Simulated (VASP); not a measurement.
Here is the system:

```
CELL_PARAMETERS angstrom
      3.54506     0.00000     0.00000
      0.00000     3.54506     0.00000
      0.00000     0.00000     3.54506
ATOMIC_POSITIONS crystal
  Fe 0.00000 0.00000 0.00000
  Ni 0.00000 0.50000 0.50000
  Ni 0.50000 0.00000 0.50000
  Ni 0.50000 0.50000 0.00000
```
Starting moments (μB, in the order of the record's atoms Fe Ni Ni Ni): 3.0 0.7 0.7 0.7.

These are RPBE GGA, VASP's PBE PAW potentials (set 64) (plane waves; VASP) values and carry that method's errors. Settings: 520 eV cut-off, 9×9×9 Γ-centred mesh, first-order Methfessel-Paxton smearing of 0.10 eV, potentials Fe Ni.

Task: Give the stress tensor in GPa (positive for a compressed cell).

Result: 
```
5.60  0.00  0.00
0.00  5.60  0.00
0.00  0.00  5.60
```
The pressure is its mean diagonal, 5.60 GPa.

The compound is Ni3Fe in the L1_2 structure. This cell is one point of a volume scan, at 0.97 of the reference volume.
